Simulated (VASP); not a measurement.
# Ga15NiN16 (a cell with a defect) in VASP: a series of runs

Runs on Ga15NiN16 (a cell with a defect). Level: PBEsol+U. Tasks: single point, relaxation of the atoms.

Program: VASP 6.6.1. These are calculated values, not measurements. Logs are shortened: lines on timing, memory, paths and dates and some standing lists are left out, and cuts for length are marked.

## (1) The structure

The cell holds a defect, 32 atoms: a = 6.380 Å, b = 6.380 Å, c = 10.378 Å, α = 90.00°, β = 90.00°, γ = 120.00°.

## (2) Single point, PBEsol+U, collinear spin, ferromagnetic start

The input, INCAR:

```
PREC = Accurate
ENCUT = 450
EDIFF = 1E-5
ISMEAR = 0
SIGMA = 0.03
LREAL = Auto
LASPH = True
NELM = 120
ALGO = Normal
ISIF = 2
LWAVE = False
LCHARG = False
ISPIN = 2
MAGMOM = 3 0 0 0 0 0 0 0 0 0 0 0 0 0 0 0 0 0 0 0 0 0 0 0 0 0 0 0 0 0 0 0
LORBIT = 11
LMAXMIX = 4
LDAU = True
LDAUTYPE = 2
LDAUL = 2 -1 -1
LDAUU = 5 0 0
LDAUJ = 0 0 0
LDAUPRINT = 1
GGA = PS
KPAR = 4
```

The input, KPOINTS:

```
Automatic mesh
0
Gamma
  3 3 2
```

The input, POSCAR:

```
Ga15NiN16
1.0
    6.3800000000      0.0000000000      0.0000000000
   -3.1900000000      5.5252420762      0.0000000000
    0.0000000000      0.0000000000     10.3780000000
Ni Ga N
1 15 16
Direct
    0.3333333333      0.1666666667      0.0000000000
    0.3333333333      0.1666666667      0.5000000000
    0.3333333333      0.6666666667      0.0000000000
    0.3333333333      0.6666666667      0.5000000000
    0.8333333333      0.1666666667      0.0000000000
    0.8333333333      0.1666666667      0.5000000000
    0.8333333333      0.6666666667      0.0000000000
    0.8333333333      0.6666666667      0.5000000000
    0.1666666667      0.3333333333      0.2500000000
    0.1666666667      0.3333333333      0.7500000000
    0.1666666667      0.8333333333      0.2500000000
    0.1666666667      0.8333333333      0.7500000000
    0.6666666667      0.3333333333      0.2500000000
    0.6666666667      0.3333333333      0.7500000000
    0.6666666667      0.8333333333      0.2500000000
    0.6666666667      0.8333333333      0.7500000000
    0.3333333333      0.1666666667      0.1875000000
    0.3333333333      0.1666666667      0.6875000000
    0.3333333333      0.6666666667      0.1875000000
    0.3333333333      0.6666666667      0.6875000000
    0.8333333333      0.1666666667      0.1875000000
    0.8333333333      0.1666666667      0.6875000000
    0.8333333333      0.6666666667      0.1875000000
    0.8333333333      0.6666666667      0.6875000000
    0.1666666667      0.3333333333      0.4375000000
    0.1666666667      0.3333333333      0.9375000000
    0.1666666667      0.8333333333      0.4375000000
    0.1666666667      0.8333333333      0.9375000000
    0.6666666667      0.3333333333      0.4375000000
    0.6666666667      0.3333333333      0.9375000000
    0.6666666667      0.8333333333      0.4375000000
    0.6666666667      0.8333333333      0.9375000000
```

Potentials or basis: VASP PAW PBE potentials, release 64 (Ni, Ga_d, N).

Started as:

```console
$ cat potpaw_PBE.64/Ni/POTCAR potpaw_PBE.64/Ga_d/POTCAR potpaw_PBE.64/N/POTCAR > POTCAR
$ mpirun -np 4 vasp_std > vasp.out
```

OUTCAR:

```text
PREC = Accurate
   ENCUT = 450
   EDIFF = 1E-5
   ISMEAR = 0
   LREAL = Auto
   LASPH = True
   NELM = 120
   ISIF = 2
   ISPIN = 2
   LORBIT = 11
   GGA = PS

 ion  position               nearest neighbor table
   1  0.333  0.167  0.000-  17 1.95  26 1.95  30 1.95  28 1.95
   2  0.333  0.167  0.500-  18 1.95  25 1.95  29 1.95  27 1.95
   3  0.333  0.667  0.000-  19 1.95  28 1.95  32 1.95  26 1.95
   4  0.333  0.667  0.500-  20 1.95  27 1.95  31 1.95  25 1.95
   5  0.833  0.167  0.000-  21 1.95  30 1.95  26 1.95  32 1.95
   6  0.833  0.167  0.500-  22 1.95  29 1.95  25 1.95  31 1.95
[... 24 lines left out ...]
  31  0.667  0.833  0.438-  15 1.95   8 1.95   4 1.95   6 1.95
  32  0.667  0.833  0.938-  16 1.95   7 1.95   3 1.95   5 1.95

  LATTYP: Found a hexagonal cell.
 ALAT       =     6.3800000000
 C/A-ratio  =     1.6266457680

  Lattice vectors:

 A1 = (   6.3800000000,   0.0000000000,   0.0000000000)
 A2 = (  -3.1900000000,   5.5252420762,   0.0000000000)
 A3 = (   0.0000000000,   0.0000000000,  10.3780000000)

Analysis of symmetry for initial positions (statically):
=====================================================================
 Subroutine PRICEL returns:
 Original cell was already a primitive cell.

 Routine SETGRP: Setting up the symmetry group for a
 hexagonal supercell.

 Subroutine GETGRP returns: Found  6 space group operations
 (whereof  2 operations were pure point group operations)
 out of a pool of 24 trial point group operations.

The static configuration has the point symmetry C_1h.
 The point group associated with its full space group is C_3v.

Analysis of symmetry for dynamics (positions and initial velocities):
=====================================================================
 Subroutine PRICEL returns:
 Original cell was already a primitive cell.

 Routine SETGRP: Setting up the symmetry group for a
 hexagonal supercell.

 Subroutine GETGRP returns: Found  6 space group operations
 (whereof  2 operations were pure point group operations)
 out of a pool of 24 trial point group operations.

The dynamic configuration has the point symmetry C_1h.
 The point group associated with its full space group is C_3v.

Analysis of structural, dynamic, and magnetic symmetry:
=====================================================================
 Subroutine PRICEL returns:
 Original cell was already a primitive cell.

 Routine SETGRP: Setting up the symmetry group for a
 hexagonal supercell.

[... 226 lines left out ...]
  ext. energy  EPLUGINS =         0.00000000
  ---------------------------------------------------
  free energy    TOTEN  =      -207.27649207 eV

  energy without entropy =     -207.27649207  energy(sigma->0) =     -207.27649207

 E-fermi :   5.4523     XC(G=0): -11.8746

 val. band max:        5.3220117232   @ k =   0.0000   0.0000   0.0000
 cond. band min:       6.0750106500   @ k =   0.3333  -0.0000   0.0000
 fundamental gap:      0.7529989268
 Fermi energy:         5.4523229512

 spin component 1

 k-point     1 :       0.0000    0.0000    0.0000
  band No.  band energies     occupation
      1     -10.7949      1.00000
      2     -10.2310      1.00000
      3     -10.1900      1.00000
      4      -9.8853      1.00000
      5      -9.8853      1.00000
      6      -9.8692      1.00000
[... 931 lines left out ...]
    153      11.6803      0.00000
    154      11.6823      0.00000
 Fermi energy:         5.4523229512

 spin component 2

 k-point     1 :       0.0000    0.0000    0.0000
  band No.  band energies     occupation
      1     -10.7525      1.00000
      2     -10.2068      1.00000
      3     -10.1235      1.00000
      4      -9.8671      1.00000
      5      -9.8671      1.00000
      6      -9.8489      1.00000
[... 931 lines left out ...]
    153      11.7156      0.00000
    154      11.7221      0.00000
 [bands above 154 left out]

------------------------ aborting loop because EDIFF is reached ----------------------------------------

  FORCE on cell =-STRESS in cart. coord.  units (eV):
  Direction    XX          YY          ZZ          XY          YZ          ZX
  --------------------------------------------------------------------------------------
  -------------------------------------------------------------------------------------
  Total       -7.4749333     -7.4749333     -4.4768706     -0.0000000     -0.0000000     -0.0000000
  in kB      -32.7365000    -32.7365000    -19.6064727     -0.0000000     -0.0000000     -0.0000000
  external PRESSURE =     -28.3598243 kB  Pullay stress =       0.0000000 kB

 VOLUME and BASIS-vectors are now :
 -----------------------------------------------------------------------------
  energy-cutoff  :      450.00
  volume of cell :      365.84
      direct lattice vectors                 reciprocal lattice vectors
     6.380000000  0.000000000  0.000000000     0.156739812  0.090493773  0.000000000
    -3.190000000  5.525242076  0.000000000     0.000000000  0.180987545  0.000000000
     0.000000000  0.000000000 10.378000000     0.000000000  0.000000000  0.096357680

 POSITION                                       TOTAL-FORCE (eV/Angst)
 -----------------------------------------------------------------------------------
      1.59500      0.92087      0.00000         0.000000     -0.000000     -0.035336
      1.59500      0.92087      5.18900         0.000000     -0.000000     -0.098713
     -0.00000      3.68349      0.00000         0.114223      0.065947     -0.006036
     -0.00000      3.68349      5.18900         0.007107      0.004103     -0.144856
      4.78500      0.92087      0.00000         0.000000     -0.131894     -0.006036
      4.78500      0.92087      5.18900         0.000000     -0.008206     -0.144856
[... 24 lines left out ...]
      1.59500      4.60437      4.54038         0.000000     -0.000000      0.164715
      1.59500      4.60437      9.72938         0.000000      0.000000      0.087563
 -----------------------------------------------------------------------------------
    total drift:                               -0.000010     -0.000007      0.005661

  FREE ENERGIE OF THE ION-ELECTRON SYSTEM (eV)
  ---------------------------------------------------
  free  energy   TOTEN  =      -207.2764920674 eV

  energy  without entropy=     -207.2764920674  energy(sigma->0) =     -207.27649207

 total charge

# of ion       s       p       d       tot
------------------------------------------
    1        0.488   0.579   8.199   9.266
    2        0.789   0.902  10.180  11.872
    3        0.790   0.900  10.177  11.866
    4        0.789   0.902  10.180  11.871
    5        0.790   0.900  10.177  11.866
    6        0.789   0.902  10.180  11.871
[... 24 lines left out ...]
   31        1.223   2.493   0.000   3.716
   32        1.223   2.493   0.000   3.715
--------------------------------------------------
tot         31.925  53.832 160.884 246.641

 magnetization (x)

# of ion       s       p       d       tot
------------------------------------------
    1        0.003   0.098   1.747   1.847
    2       -0.000  -0.001   0.000  -0.001
    3        0.000   0.003   0.010   0.013
    4        0.000   0.001   0.001   0.002
    5        0.000   0.003   0.010   0.013
    6        0.000   0.001   0.001   0.002
[... 24 lines left out ...]
   31        0.000   0.004   0.000   0.004
   32       -0.000   0.001   0.000   0.001
--------------------------------------------------
tot          0.054   0.834   1.807   2.695
```

stdout:

```text
POSCAR found type information on POSCAR NiGaN
 POSCAR found :  3 types and      32 ions
 scaLAPACK will be used
 -----------------------------------------------------------------------------
|                                                                             |
|                                                                             |
|     You enforced a specific xc type in the INCAR file but a different       |
|     I HOPE YOU KNOW WHAT YOU ARE DOING!                                     |
|                                                                             |
 -----------------------------------------------------------------------------

 LDA part: xc-table for (Slater+PW92), standard interpolation
 POSCAR, INCAR and KPOINTS ok, starting setup
 FFT: planning ... GRIDC
 FFT: planning ... GRID_SOFT
 FFT: planning ... GRID
 WAVECAR not read
 entering main loop
```

It took 6.8 min on 4 MPI ranks of Intel Xeon 6975P-C (Granite Rapids), shared host; peak memory 0.79 GiB.

What came out:

- Free energy: -207.2765 eV
- Largest force: 0.344 eV/Å
- Band gap on the k mesh: 0.75 eV, indirect (least direct gap 0.86 eV)
- Net moment: 3.00 μB per cell
- Site moments: Ni +1.85; Ga -0.00, +0.01, +0.00; N +0.16, +0.00, -0.00, +0.01, +0.18 μB
- Valence electrons inside the program's atomic spheres: Ni 9.27; Ga 11.87; N 3.69, 3.71, 3.72

Forces on the atoms (eV/Å):
```
Ni   0.000  0.000 -0.035
Ga   0.000  0.000 -0.099
Ga   0.114  0.066 -0.006
Ga   0.007  0.004 -0.145
Ga   0.000 -0.132 -0.006
Ga   0.000 -0.008 -0.145
Ga  -0.114  0.066 -0.006
Ga  -0.007  0.004 -0.145
Ga  -0.005  0.003 -0.275
Ga   0.096 -0.055 -0.049
Ga   0.000 -0.006 -0.275
Ga   0.000  0.111 -0.049
Ga   0.005  0.003 -0.275
Ga  -0.096 -0.055 -0.049
Ga   0.000  0.000 -0.189
Ga   0.000  0.000 -0.040
N    0.000  0.000 -0.261
N    0.000  0.000  0.036
N   -0.005 -0.003  0.147
N    0.000  0.000  0.110
N    0.000  0.006  0.147
N    0.000  0.000  0.110
N    0.005 -0.003  0.147
N    0.000  0.000  0.110
N    0.002 -0.001  0.151
N    0.255 -0.147  0.179
N    0.000  0.002  0.151
N    0.000  0.294  0.179
N   -0.002 -0.001  0.151
N   -0.255 -0.147  0.179
N    0.000  0.000  0.165
N    0.000  0.000  0.088
```

Eigenvalues of the final occupation matrices:
| site | spin | trace | eigenvalues |
| --- | --- | --- | --- |
| site 1 d | 1 | 4.99 | 0.98 0.98 1.01 1.01 1.01 |
| site 1 d | 2 | 3.24 | 0.43 0.43 0.43 0.98 0.98 |

Caveat: the cutoff is under 1.25 times the usual one of these potentials, so pressure, stress and relaxed cells hold a basis-set (Pulay) error; the PAW data sets were made with another functional, which shifts forces and pressure a little; the cell's inner coordinates are idealised or old, which leaves forces on the atoms. The state reached can hang on the start; a lower one may exist.

## (3) Single point, PBEsol+U, collinear spin, ferromagnetic start

Changes to INCAR since step 2:

```diff
@@ -13,3 +13,3 @@
 ISPIN = 2
-MAGMOM = 3 0 0 0 0 0 0 0 0 0 0 0 0 0 0 0 0 0 0 0 0 0 0 0 0 0 0 0 0 0 0 0
+MAGMOM = 1 0 0 0 0 0 0 0 0 0 0 0 0 0 0 0 0 0 0 0 0 0 0 0 0 0 0 0 0 0 0 0
 LORBIT = 11
```

KPOINTS is that of step 2.

POSCAR is that of step 2.

Potentials or basis: VASP PAW PBE potentials, release 64 (Ni, Ga_d, N).

Started as:

```console
$ cat potpaw_PBE.64/Ni/POTCAR potpaw_PBE.64/Ga_d/POTCAR potpaw_PBE.64/N/POTCAR > POTCAR
$ mpirun -np 4 vasp_std > vasp.out
```

It took 5.2 min on 4 MPI ranks of Intel Xeon 6975P-C (Granite Rapids), shared host; peak memory 0.78 GiB.

It converged, with:

* Free energy: -207.2765 eV
* Largest force: 0.343 eV/Å
* Band gap on the k mesh: 0.75 eV, indirect (least direct gap 0.86 eV)
* Net moment: 3.00 μB per cell
* Site moments: Ni +1.85; Ga -0.00, +0.01, +0.00; N +0.16, +0.00, +0.01, +0.18 μB
* Valence electrons inside the program's atomic spheres: Ni 9.27; Ga 11.87; N 3.69, 3.71, 3.72

Forces in eV/Å, atoms in the order of the input:
```
Ni   0.000  0.000 -0.035
Ga   0.000  0.000 -0.098
Ga   0.114  0.066 -0.006
Ga   0.007  0.004 -0.145
Ga   0.000 -0.132 -0.006
Ga   0.000 -0.008 -0.145
Ga  -0.114  0.066 -0.006
Ga  -0.007  0.004 -0.145
Ga  -0.005  0.003 -0.275
Ga   0.096 -0.055 -0.048
Ga   0.000 -0.005 -0.275
Ga   0.000  0.111 -0.048
Ga   0.005  0.003 -0.275
Ga  -0.096 -0.055 -0.048
Ga   0.000  0.000 -0.189
Ga   0.000  0.000 -0.040
N    0.000  0.000 -0.261
N    0.000  0.000  0.037
N   -0.005 -0.003  0.146
N    0.000  0.000  0.111
N    0.000  0.006  0.146
N    0.000  0.000  0.111
N    0.005 -0.003  0.146
N    0.000  0.000  0.111
N    0.001 -0.001  0.151
N    0.254 -0.147  0.178
N    0.000  0.002  0.151
N    0.000  0.294  0.178
N   -0.001 -0.001  0.151
N   -0.254 -0.147  0.178
N    0.000  0.000  0.165
N    0.000  0.000  0.088
```

Levels at points of the mesh, in eV from the valence-band top:
Spin up:
```csv
k point,band 141,band 142,band 143,band 144,band 145,band 146,band 147,band 148
"(0.00, 0.00, 0.00)",-0.50,-0.12,0.00,0.00,1.76,3.98,4.02,4.10
"(0.00, 0.00, 0.50)",-0.34,-0.34,-0.06,-0.06,2.87,2.99,4.04,4.04
```
Spin down:
```
           k point  band 139  band 140  band 141  band 142  band 143  band 144
(0.00, 0.00, 0.00)     -0.58     -0.31     -0.31      1.08      1.51      1.51
(0.00, 0.00, 0.50)     -0.61     -0.30     -0.30      0.80      1.50      1.50
```

Eigenvalues of the final occupation matrices:
```tsv
site	spin	trace	eigenvalues
site 1 d	1	4.99	0.98 0.98 1.01 1.01 1.01
site 1 d	2	3.24	0.43 0.43 0.43 0.98 0.98
```

Caveat: the cutoff is under 1.25 times the usual one of these potentials, so pressure, stress and relaxed cells hold a basis-set (Pulay) error; the PAW data sets were made with another functional, which shifts forces and pressure a little; the cell's inner coordinates are idealised or old, which leaves forces on the atoms. The state reached can hang on the start; a lower one may exist.

## (4) Single point, PBEsol+U, collinear spin, ferromagnetic start

The input, INCAR:

```
PREC = Accurate
ENCUT = 450
EDIFF = 1E-5
ISMEAR = 0
SIGMA = 0.03
LREAL = Auto
LASPH = True
NELM = 120
ALGO = All
ISIF = 2
LWAVE = False
LCHARG = False
ISPIN = 2
MAGMOM = 3 0 0 0 0 0 0 0 0 0 0 0 0 0 0 0 0 0 0 0 0 0 0 0 0 0 0 0 0 0 0 0
LORBIT = 11
LMAXMIX = 4
LDAU = True
LDAUTYPE = 2
LDAUL = 2 -1 -1
LDAUU = 5 0 0
LDAUJ = 0 0 0
LDAUPRINT = 1
GGA = PS
ISYM = 0
KPAR = 4
```

KPOINTS is that of step 3.

POSCAR is that of step 3.

Started as:

```console
$ cat potpaw_PBE.64/Ni/POTCAR potpaw_PBE.64/Ga_d/POTCAR potpaw_PBE.64/N/POTCAR > POTCAR
$ mpirun -np 4 vasp_std > vasp.out
```

Run time: 7.6 min. Hardware: 4 MPI ranks of Intel Xeon 6975P-C (Granite Rapids), shared host; peak memory 1.8 GiB.

It converged, with:

| Quantity | Value |
| --- | --- |
| Free energy | -207.2765 eV |
| Largest force | 0.341 eV/Å |
| Band gap on the k mesh | 0.75 eV, indirect (least direct gap 0.86 eV) |
| Net moment | 3.00 μB per cell |
| Site moments | Ni +1.85; Ga -0.00, +0.01, +0.00; N +0.16, +0.00, +0.01, -0.00, +0.18 μB |
| Valence electrons inside the program's atomic spheres | Ni 9.27; Ga 11.87; N 3.69, 3.71, 3.72 |

Forces on the atoms (eV/Å):
```
Ni  -0.002  0.000 -0.035
Ga   0.000  0.000 -0.097
Ga   0.114  0.066 -0.007
Ga   0.008  0.004 -0.144
Ga   0.000 -0.131 -0.007
Ga   0.000 -0.009 -0.144
Ga  -0.113  0.065 -0.007
Ga  -0.008  0.004 -0.144
Ga  -0.005  0.003 -0.276
Ga   0.095 -0.055 -0.048
Ga   0.000 -0.006 -0.276
Ga   0.000  0.110 -0.047
Ga   0.005  0.003 -0.276
Ga  -0.095 -0.055 -0.047
Ga   0.000  0.000 -0.191
Ga   0.000  0.000 -0.039
N    0.000  0.000 -0.261
N    0.000  0.000  0.036
N   -0.005 -0.003  0.146
N    0.000  0.000  0.112
N    0.000  0.006  0.146
N    0.000  0.000  0.112
N    0.005 -0.003  0.146
N    0.000  0.000  0.112
N    0.002 -0.001  0.151
N    0.252 -0.145  0.177
N    0.000  0.003  0.151
N    0.000  0.290  0.178
N   -0.002 -0.001  0.151
N   -0.250 -0.145  0.178
N    0.000  0.000  0.165
N    0.000  0.000  0.087
```

Levels at points of the mesh, in eV from the valence-band top:
Spin up:
```tsv
k point	band 140	band 141	band 142	band 143	band 144	band 145	band 146	band 147	band 148	band 149
(0.00, 0.00, 0.00)	-0.50	-0.50	-0.12	0.00	0.00	1.76	3.98	4.02	4.10	4.13
(0.00, 0.00, 0.50)	-0.85	-0.34	-0.34	-0.06	-0.06	2.87	2.99	4.04	4.04	4.07
```
Spin down:
```
           k point  band 139  band 140  band 141  band 142  band 143  band 144
(0.00, 0.00, 0.00)     -0.58     -0.31     -0.31      1.08      1.51      1.51
(0.00, 0.00, 0.50)     -0.61     -0.30     -0.30      0.80      1.50      1.50
```

Eigenvalues of the final occupation matrices:
| site | spin | trace | eigenvalues |
| --- | --- | --- | --- |
| site 1 d | 1 | 4.99 | 0.98 0.98 1.01 1.01 1.01 |
| site 1 d | 2 | 3.24 | 0.43 0.43 0.43 0.98 0.98 |

Caveat: the cutoff is under 1.25 times the usual one of these potentials, so pressure, stress and relaxed cells hold a basis-set (Pulay) error; the PAW data sets were made with another functional, which shifts forces and pressure a little; the cell's inner coordinates are idealised or old, which leaves forces on the atoms. The state reached can hang on the start; a lower one may exist.

[end of part 1 of 3]
